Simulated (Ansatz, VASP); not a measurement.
# Os (Osmium): VASP beside Ansatz

One calculation is typed for both programs; each brings its own data sets. How far apart do they land? The cell is taken from a series of runs on this material, whose earlier steps may have relaxed, scaled, displaced or heated it; both programs get it as it stands.

Main program and level: Ansatz 0.2.0; plane waves, with VASP 6.6.1 beside it; zone-centre phonons at LDA.

## 1. Set-up

The structure is hexagonal, space group P6_3/mmc (No. 194). The conventional cell has a = 2.688 Å, b = 2.688 Å, c = 4.314 Å, α = 90.00°, β = 90.00°, γ = 120.00°. Os has 12 Os at 2.66 to 2.69 Å nearest.

## 2. VASP: zone-centre phonons, LDA

Second derivatives magnify differences that forces hide, and they need a tight electronic threshold.

Lines of VASP's logs that name or quote its potential files are left out, and so is its time.

The input, INCAR:

```
SYSTEM = Os
PREC = Accurate
ENCUT = 600
EDIFF = 1E-08
NELM = 120
ISMEAR = 1
SIGMA = 0.2
LREAL = .FALSE.
ALGO = Normal
GGA = CA
NBANDS = 14
LASPH = .TRUE.
LORBIT = 11
LWAVE = .FALSE.
LCHARG = .FALSE.
ISIF = 2
IBRION = 8
GGA_COMPAT = .FALSE.
KPAR = 2
```

The input, POSCAR:

```
Os
1.0
    2.6881038924      0.0000000000      0.0000000000
   -1.3440519462      2.3279662588      0.0000000000
    0.0000000000      0.0000000000      4.3143377252
Os
2
Direct
    0.3333333333      0.6666666667      0.2500000000
    0.6666666667      0.3333333333      0.7500000000
```

The input, KPOINTS:

```
Automatic mesh
0
Gamma
18 18 12
0 0 0
```

PAW data sets: Os (LDA family, release 64).

Started as:

```sh
$ mpirun -np 2 vasp_std
```

Numbers of over 12 decimals in the logs are rounded to 6 here.

The log of the run:

```text
[banner, memory and clock lines left out]
running    2 mpi-ranks, on    1 nodes
 distrk:  each k-point on    1 cores,    2 groups
 distr:  one band on    1 cores,    1 groups

 POSCAR found type information on POSCAR Os
 POSCAR found :  1 types and       2 ions
 LDA part: xc-table for (Slater(with rela. corr.)+CA(PZ))
 , standard interpolation
 POSCAR, INCAR and KPOINTS ok, starting setup
 FFT: planning ... GRIDC
 FFT: planning ... GRID_SOFT
 FFT: planning ... GRID
 WAVECAR not read
 entering main loop
       N       E                     dE             d eps       ncg     rms          rms(c)
DAV:   1     0.113768061505E+03    0.11377E+03   -0.83695E+03  7252   0.124E+03
DAV:   2    -0.208823793883E+02   -0.13465E+03   -0.11955E+03  7444   0.364E+02
DAV:   3    -0.267955100117E+02   -0.59131E+01   -0.56503E+01  9438   0.675E+01
DAV:   4    -0.268541295466E+02   -0.58620E-01   -0.58257E-01  7958   0.677E+00
DAV:   5    -0.268544199699E+02   -0.29042E-03   -0.29040E-03  9444   0.441E-01    0.352E+01
DAV:   6    -0.256454092629E+02    0.12090E+01   -0.10909E+00  8980   0.936E+00    0.159E+01
DAV:   7    -0.253009986064E+02    0.34441E+00   -0.69623E-01  9102   0.730E+00    0.913E-01
DAV:   8    -0.252923281713E+02    0.86704E-02   -0.74179E-03  7372   0.678E-01    0.352E-01
DAV:   9    -0.252904427451E+02    0.18854E-02   -0.15486E-03  8842   0.403E-01    0.517E-02
DAV:  10    -0.252904490408E+02   -0.62957E-05   -0.24248E-05  8938   0.384E-02    0.139E-02
DAV:  11    -0.252904419272E+02    0.71136E-05   -0.21458E-06  8446   0.180E-02    0.946E-04
DAV:  12    -0.252904418508E+02    0.76412E-07   -0.51154E-08  8992   0.234E-03    0.189E-04
DAV:  13    -0.252904418489E+02    0.19506E-08   -0.14236E-09  5426   0.356E-04
   1 F= -.25290442E+02 E0= -.25290602E+02  d E =0.480493E-03
 Linear response reoptimize wavefunctions to high precision
DAV:   1    -0.252904418487E+02    0.17803E-09   -0.15634E-10  5462   0.113E-04
DAV:   2    -0.252904418487E+02   -0.15689E-10   -0.10732E-11  4172   0.391E-05
 Linear response DOF=           2
 Linear response progress:
  Degree of freedom:   1/  2
       N       E                     dE             d eps       ncg     rms          rms(c)
RMM:   1    -0.196353934778E+00   -0.19635E+00   -0.11132E-01 53926   0.255E+00
RMM:   2    -0.192883825995E+00    0.34701E-02   -0.17239E-03 45072   0.512E-01    0.155E-01
RMM:   3    -0.191685271783E+00    0.11986E-02   -0.51094E-04 50220   0.155E-01    0.866E-02
RMM:   4    -0.191045182840E+00    0.64009E-03   -0.75889E-04 50796   0.184E-01    0.116E-02
RMM:   5    -0.191110826568E+00   -0.65644E-04   -0.13055E-05 51993   0.266E-02    0.381E-03
RMM:   6    -0.191094655224E+00    0.16171E-04   -0.10414E-06 52044   0.720E-03    0.132E-03
RMM:   7    -0.191090388740E+00    0.42665E-05   -0.53927E-08 53282   0.186E-03    0.759E-04
RMM:   8    -0.191086779348E+00    0.36094E-05   -0.15447E-08 52476   0.915E-04    0.850E-05
RMM:   9    -0.191086567833E+00    0.21151E-06    0.36989E-08 53954   0.168E-04    0.218E-05
RMM:  10    -0.191086469620E+00    0.98213E-07    0.12023E-08 54002   0.445E-05    0.375E-06
RMM:  11    -0.191086456231E+00    0.13389E-07    0.54427E-09 53339   0.290E-05    0.109E-06
RMM:  12    -0.191086460645E+00   -0.44146E-08   -0.82131E-10 39443   0.254E-05    0.343E-07
 first order change of Fermi-energy  -0.14527E-04
 force on displaced ion       1 direction 1 :  -9.764   0.001   0.000
 Linear response progress:
  Degree of freedom:   2/  2
       N       E                     dE             d eps       ncg     rms          rms(c)
RMM:   1    -0.253678777064E+00   -0.25368E+00   -0.14036E-01 19063   0.269E+00
RMM:   2    -0.245249169744E+00    0.84296E-02   -0.56681E-03 15113   0.722E-01    0.186E-01
RMM:   3    -0.244649432688E+00    0.59974E-03   -0.63414E-04 17741   0.149E-01    0.104E-01
RMM:   4    -0.244758837798E+00   -0.10941E-03   -0.37042E-04 17825   0.143E-01    0.138E-02
RMM:   5    -0.244822896369E+00   -0.64059E-04    0.19078E-05 18356   0.203E-02    0.890E-03
RMM:   6    -0.244832546706E+00   -0.96503E-05    0.46138E-06 18049   0.609E-03    0.421E-03
RMM:   7    -0.244850111633E+00   -0.17565E-04    0.22187E-06 18254   0.434E-03    0.437E-04
RMM:   8    -0.244848573019E+00    0.15386E-05   -0.65402E-07 18464   0.526E-04    0.166E-04
RMM:   9    -0.244847122601E+00    0.14504E-05    0.43999E-08 18510   0.167E-04    0.241E-05
RMM:  10    -0.244847092337E+00    0.30264E-07    0.59188E-08 17205   0.558E-05    0.514E-06
RMM:  11    -0.244847107973E+00   -0.15636E-07   -0.28165E-09 18791   0.371E-05    0.195E-06
RMM:  12    -0.244847104929E+00    0.30439E-08   -0.87311E-09 17713   0.324E-05    0.343E-07
 first order change of Fermi-energy   0.92957E-04
 force on displaced ion       1 direction 3 :   0.000  -0.000 -17.750
 Linear response finished
```

From OUTCAR (step 2):

```text
ion  position               nearest neighbor table
   1  0.333  0.667  0.250-   2 2.66   2 2.66   2 2.66   2 2.66   2 2.66   2 2.66
   2  0.667  0.333  0.750-   1 2.66   1 2.66   1 2.66   1 2.66   1 2.66   1 2.66

  LATTYP: Found a hexagonal cell.
 ALAT       =     2.6881038924
 C/A-ratio  =     1.6049743231

 Subroutine GETGRP returns: Found 24 space group operations
 (whereof 12 operations were pure point group operations)

The static configuration has the point symmetry D_3d.
 The point group associated with its full space group is D_6h.

 Found    259 irreducible k-points:

   k-points           NKPTS =    259   k-points in BZ     NKDIM =    259   number of bands    NBANDS=     14

   dimension x,y,z NGX =    24 NGY =   24 NGZ =   36
   dimension x,y,z NGXF=    48 NGYF=   48 NGZF=   72

   ENCUT  =  600.0 eV  44.10 Ry    6.64 a.u.   5.37  5.37  8.62*2*pi/ulx,y,z

   NELECT =      16.0000    total number of electrons

 k-points in reciprocal lattice and weights: Automatic mesh
   0.00000000  0.00000000  0.00000000       0.000
   0.05555556 -0.00000000  0.00000000       0.002
   0.11111111 -0.00000000  0.00000000       0.002
   0.16666667  0.00000000  0.00000000       0.002
   0.22222222  0.00000000  0.00000000       0.002
   0.27777778  0.00000000  0.00000000       0.002
   0.33333333  0.00000000  0.00000000       0.002
   0.38888889  0.00000000  0.00000000       0.002
   0.44444444  0.00000000  0.00000000       0.002
[...]
0.33333333  0.27777778  0.50000000       0.003
   0.33333333  0.33333333  0.50000000       0.001

 average (electrostatic) potential at core
       1 -42.9985       2 -42.9985

  Total        1.9085695      1.9085695      0.2255148      0.0000000     -0.0000000     -0.0000000
  in kB      113.2613397    113.2613397     13.3828522      0.0000000     -0.0000000     -0.0000000
  external PRESSURE =      79.9685105 kB  Pullay stress =       0.0000000 kB

  energy-cutoff  :      600.00
  volume of cell :       27.00
      direct lattice vectors                 reciprocal lattice vectors
     2.688103892  0.000000000  0.000000000     0.372009431  0.214779745  0.000000000
    -1.344051946  2.327966259  0.000000000     0.000000000  0.429559490  0.000000000
     0.000000000  0.000000000  4.314337725     0.000000000  0.000000000  0.231785285

 POSITION                                       TOTAL-FORCE (eV/Angst)
 -----------------------------------------------------------------------------------
     -0.00000      1.55198      1.07858        -0.000000      0.000000      0.000000
      1.34405      0.77599      3.23575         0.000000     -0.000000      0.000000
 -----------------------------------------------------------------------------------
    total drift:                               -0.000000      0.000000     -0.000000

 Eigenvectors and eigenvalues of the dynamical matrix
 ----------------------------------------------------

   1 f  =    6.754053 THz    42.436965 2PiTHz  225.290951 cm-1    27.932505 meV
             X         Y         Z           dx          dy          dz
     -0.000000  1.551978  1.078584     0.000000    0.000000    0.707107
      1.344052  0.775989  3.235753    -0.000000   -0.000000   -0.707107

   2 f  =    5.009336 THz    31.474585 2PiTHz  167.093455 cm-1    20.716939 meV
             X         Y         Z           dx          dy          dz
     -0.000000  1.551978  1.078584     0.707107   -0.000000    0.000000
      1.344052  0.775989  3.235753    -0.707107    0.000000    0.000000

   3 f  =    5.009336 THz    31.474585 2PiTHz  167.093455 cm-1    20.716939 meV
             X         Y         Z           dx          dy          dz
     -0.000000  1.551978  1.078584    -0.000000   -0.707107   -0.000000
      1.344052  0.775989  3.235753     0.000000    0.707107   -0.000000

   4 f  =    0.000000 THz     0.000001 2PiTHz    0.000004 cm-1     0.000000 meV
             X         Y         Z           dx          dy          dz
     -0.000000  1.551978  1.078584    -0.019239    0.133876   -0.694051
      1.344052  0.775989  3.235753    -0.019239    0.133876   -0.694051

   5 f  =    0.000000 THz     0.000000 2PiTHz    0.000001 cm-1     0.000000 meV
             X         Y         Z           dx          dy          dz
     -0.000000  1.551978  1.078584     0.057805    0.692281    0.131932
      1.344052  0.775989  3.235753     0.057805    0.692281    0.131932

   6 f/i=    0.000000 THz     0.000000 2PiTHz    0.000002 cm-1     0.000000 meV
             X         Y         Z           dx          dy          dz
     -0.000000  1.551978  1.078584     0.704477   -0.053148   -0.029780
      1.344052  0.775989  3.235753     0.704477   -0.053148   -0.029780

 ELASTIC MODULI CONTR FROM IONIC RELAXATION (kBar)
 Direction    XX          YY          ZZ          XY          YZ          ZX
 --------------------------------------------------------------------------------
 XX         -50.0896     50.0896      0.0000     -0.0000     -0.0000      0.0000
 YY          50.0896    -50.0896      0.0000     -0.0000     -0.0000      0.0000
 ZZ           0.0000      0.0000      0.0000      0.0000      0.0000      0.0000
 XY           0.0000     -0.0000      0.0000    -50.0896      0.0000      0.0000
 YZ          -0.0000     -0.0000      0.0000      0.0000     -0.0000      0.0000
 ZX           0.0000      0.0000      0.0000      0.0000      0.0000      0.0000
 --------------------------------------------------------------------------------
```

## 3. Ansatz: zone-centre phonons, LDA

Ansatz runs on its PAW soft_1 files.

The same cell, functional (in two slightly different forms), mesh and smearing now go to Ansatz, which takes its cutoff from its data sets.

The input, input.yaml:

```yaml
crystal:
  lattice:
    - [2.6881038924, 0.0, 0.0]
    - [-1.3440519462, 2.3279662588, 0.0]
    - [0.0, 0.0, 4.3143377252]
  atoms:
    - { symbol: Os, position: [0.3333333333, 0.6666666667, 0.25] }
    - { symbol: Os, position: [0.6666666667, 0.3333333333, 0.75] }
kpoints:
  mp_grid: { grid: [18, 18, 12] }
hamiltonian:
  xc: lda
  pseudopotentials: { kind: paw, azcp: { folder: soft_1 }, xc_functional: pbe }
scf:
  occupations: { method: methfessel_paxton, width: 0.2 }
output:
  eigenvalues: true
phonons:
  method: dfpt
```

Started as:

```sh
$ ansatz run input.yaml --threads 4 --pin off --max-ram 10240MiB --backend cpu --events-out ev --progress --plain --runs-dir out
```

The log of the run:

```text
zone centre: on kpoints.mp_grid the ground state, and the responses unless they are solved on pairs of k-points, stand on 637 of the mesh's 3888 k-points, reduced under 4 symmetry operations, with k and −k counted as one. Each operation leaves every solved displacement unchanged or reverses it
Engine: ansatz 0.2.0, aarch64-unknown-linux-gnu
Pseudopotentials: kind: paw
Pseudopotential: Os, paw, valence charge 16, recommended cutoff 420 eV (normal), soft_1/Os.paw.azcp
Functional definition: SPW92
  exchange = slater_x
  correlation = pw_c
Crystal: 2 atoms, lattice volume = 26.998 Å³
Basis set: ecut = 420 eV, 537 PW (Γ), exchange–correlation on 36×36×60 points (8 copies of the dense FFT grid, shifted against one another)
Bands: 20, of which v1, the nominal top of the filled ones, is band 16 counted from 1 (15 counted from 0)
Symmetry: 24 space group operations
k-points: 637 of 3888 (irreducible under 4 space group operations, time reversal used)
Non-local potential: Os, projectors of the file, l = 0: 3, l = 1: 2, l = 2: 2, l = 3: 1
PAW form: soft (Blöchl's): semilocal exchange-correlation on the pseudo side does not see the compensation charge
PAW frozen core: Os, regenerated for the run's functional, and the local potential with it (the file was generated under x = pbe(κ = 0.804, μ = 0.219515), c = pbe(β = 0.066725))
PAW one-centre angular grid: Os, 590 points (default); XC on 64 Gauss nodes
Initial density: superposition of atomic densities (chi_scale 0.1, normalization cell)
Initial wavefunctions: pseudopotential atomic-orbital guess
Functional: x = slater, c = lda
SCF iter   1: F=—  HF=-22239.376916 eV  |F-HF|=—  |Δ(HF+E_count)|=         —  Δρ=6.09e-2  dr2=8.09e-1  ethr=3.10e-3  ⟨swp⟩=5.0  Hψ=116553  notcnv=0  defer=36
automatic band count: the SCF goes on with 24 bands, as 20 were too few: they end inside the smearing window of the response
preconditioner: auto → none  [metal: Δε(μ)=0.027 eV  Ē_g=12.516 eV  σ=0.200 eV  W_gap=0.11  n_scr=8 (ndim 8)  ℏωp=28.6 eV  f_vac=0.000  D(μ)=1.12/eV (n_scr^D=8)  sad-step TF]
SCF iter   2: F=—  HF=-22239.155669 eV  |F-HF|=—  |Δ(HF+E_count)|=   2.21e-1  S|Δr|=    0.00e0  Δρ=3.56e-2  dr2=2.68e-1  ethr=2.53e-3  ⟨swp⟩=2.0  Hψ=22855  notcnv=0  defer=381
SCF iter   3: F=—  HF=-22239.054460 eV  |F-HF|=—  |Δ(HF+E_count)|=   1.01e-1  S|Δr|=    0.00e0  Δρ=1.66e-3  dr2=3.97e-4  ethr=8.38e-4  ⟨swp⟩=2.0  Hψ=21649  notcnv=0  defer=381
SCF iter   4: F=—  HF=-22239.054180 eV  |F-HF|=—  |Δ(HF+E_count)|=   2.79e-4  S|Δr|=    0.00e0  Δρ=2.10e-4  dr2=4.96e-6  ethr=1.24e-6  ⟨swp⟩=2.2  Hψ=22267  notcnv=0  defer=584
SCF iter   5: F=—  HF=-22239.054177 eV  |F-HF|=—  |Δ(HF+E_count)|=   3.83e-6  S|Δr|=    0.00e0  Δρ=4.34e-5  dr2=3.07e-7  ethr=1.55e-8  ⟨swp⟩=2.5  Hψ=22760  notcnv=0  defer=584
SCF iter   6: F=—  HF=-22239.054183 eV  |F-HF|=—  |Δ(HF+E_count)|=   6.02e-6  S|Δr|=    0.00e0  Δρ=6.69e-6  dr2=6.04e-9  ethr=9.59e-10  ⟨swp⟩=2.5  Hψ=22025  notcnv=0  defer=680
SCF iter   7: F=—  HF=-22239.054183 eV  |F-HF|=—  |Δ(HF+E_count)|=  9.93e-10  S|Δr|=    0.00e0  Δρ=1.33e-6  dr2=8.62e-11  ethr=1.89e-11  ⟨swp⟩=2.5  Hψ=23332  notcnv=0  defer=680
SCF iter   8: F=-22239.054183 eV  HF=-22239.054183 eV  |F-HF|=3.64e-12  |Δ(HF+E_count)|=  6.91e-11  S|Δr|=    0.00e0  Δρ=1.15e-7  dr2=1.78e-12  ethr=1.00e-12  ⟨swp⟩=9.8  Hψ=69633  notcnv=0
SCF 1 converged in 8 iterations: F = -22239.054183 eV  dr2 = 1.78e-12
  greatest PAW one-centre occupation: 1.000 electrons in one spin orbital (limit 2), on the Os atom at site 1 (counted from 0), in its partial waves of l = 0
DFPT response loops at Γ: preconditioner auto → Kerker (q_TF=auto, 2.807 Å⁻¹) (partly filled bands, converged f_vac=0.000); β = 1.00, the filter's whole step (`scf.mixing.beta` (0.50) is not read by the response loops under this deck's `scf.mixing.preconditioner`; to damp them name `kerker` or `kerker_dos`, under which they read `scf.mixing.beta`, and type it under 1.00, their step now; both keys bind the ground state too); Broyden in place of MSR1
SCF converged after 8 iterations
Stability not checked: this state was not tested for a lower state beside it, because cold or Methfessel-Paxton smearing, or corrected tetrahedra, fill the levels in a way that the test cannot read (fill_not_monotonic; see scf.lower_state_search)
Free energy (F): -22239.054183 eV
Harris-Foulkes:  -22239.054183 eV  (|F-HF|=3.64e-12)
Internal energy: -22239.054714 eV  (E = F + TS)
E sigma→0 (E₀):  -22239.054315 eV
Entropy (-TS):   0.000531 eV (0.266 meV/atom)
Fermi energy:    26.766077 eV
--- Per-component energies (eV) ---
  E_band       = -109.177938
  E_kinetic    = 989.428616
  E_local      = -1766.379319  (includes V_loc(G=0)·N_el)
  E_nonlocal   = 406.104224
  E_hartree    = 634.106075
  E_xc         = -467.204433
  E_vxc        = -494.990480  (∫ρ·V_xc dr)
  E_paw        = -17564.638262  (= ΣΔE_a)
  E_vpaw       = -511.554037  (= ΣTr[D̂ρ^β])
  E_aug_tail   = 0.000853  (compensation charges beyond the density's cutoff)
  E_ewald      = -4471.198113
  E_core_change = 0.725646  (= ΣΔE_core)
  E_smearing   = 0.000531  (= −TS)
  E_closure    = 0.000000  (closes the sum)
  Σ components = -22239.054183   (vs F -22239.054183, Δ=0.00e0)
--- Band table (eV; the first three rows and the last of 637) ---
  k-point 0: bands = [... 12 lower, 23.6170, 24.4052, 24.4052, 25.2742, 25.2742, 26.6966, 28.5632, 28.5632, ... 4 higher]
  k-point 1: bands = [... 12 lower, 23.5674, 24.3496, 24.3496, 25.4028, 25.4028, 26.4002, 28.5729, 28.5729, ... 4 higher]
  k-point 2: bands = [... 12 lower, 23.4292, 24.1990, 24.1990, 25.6576, 25.7388, 25.7388, 28.5805, 28.5805, ... 4 higher]
  k-point 636: bands = [... 12 lower, 23.2194, 23.2194, 25.0372, 25.0372, 29.1968, 29.1968, 31.9462, 31.9462, ... 4 higher]
--- Phonons (Γ-DFPT): 2 representative perturbations + reference, on 637 of 3888 k-points (Σ response iterations 4) ---
  k mesh reduced under 4 symmetry operations, with k and −k counted as one. Each operation leaves every solved displacement unchanged or reverses it
  ASR residual: 8.622e-5 → 0.000e0 eV/Å²; symmetrization residual: 3.411e-13 eV/Å²
  ASR residual per site (eV/Å²): 8.62e-5 8.62e-5
  Γ frequencies (cm⁻¹): 0.00 0.00 0.00 167.57 167.57 226.44
  non-analytic LO–TO correction: not included (Born effective charges unavailable; polar crystals: no LO–TO splitting at Γ)
```

## 4. Comparison

Known differences besides the potentials themselves: the two LDA forms differ slightly; the data sets hold 32 valence electrons in Ansatz (on its PAW soft_1 files) and 16 in VASP; the cutoff is 420 eV in Ansatz and 600 eV in VASP; VASP's log shows a relativistic correction to its local exchange, Ansatz's none. Total energies have different zeros and are not compared.

The two programs side by side:

| quantity | Ansatz | VASP | difference |
| --- | --- | --- | --- |
| optical mode 1 to 2 (cm⁻¹) | 167.6 | 167.1 | +0.29 % |
| optical mode 3 (cm⁻¹) | 226.4 | 225.3 | +0.51 % |

Modes are paired by rising frequency, not by their patterns, so a pair may set unlike modes beside each other; they are those without the splitting of longitudinal modes.

## 5. Summary of results

| Property | Result |
| --- | --- |
| r.m.s. difference of the optical zone-centre modes, each program's sorted by frequency (zone-centre phonons, LDA) | 0.77 cm⁻¹ |
| difference in optical mode 3 (zone-centre phonons, LDA) | +0.5 % |

What this shows: The r.m.s. difference of the optical zone-centre modes, each program's sorted by frequency is 0.77 cm⁻¹ (zone-centre phonons, LDA). The data sets hold unlike numbers of valence electrons (32 in Ansatz and 16 in VASP), so part of the differences comes from the potentials. Among the rows given in per cent, the largest difference of the zone-centre phonons, LDA pair is in optical mode 3, +0.5 %. How closely two codes agree says nothing of how well the functional describes the real material.

[Lines on the potential files, build, host, timing and source positions are cut from VASP's logs without a mark.]

[Logs are printed without paths, hosts, clocks, repeated set-up lines and the standing remarks that a program may print on its own settings, such as how far it seeks lower states.]

[Hosts, paths, dates, database ids (printed as entryN), source tags and the programs' standing remarks are cut or masked in the printed files.]
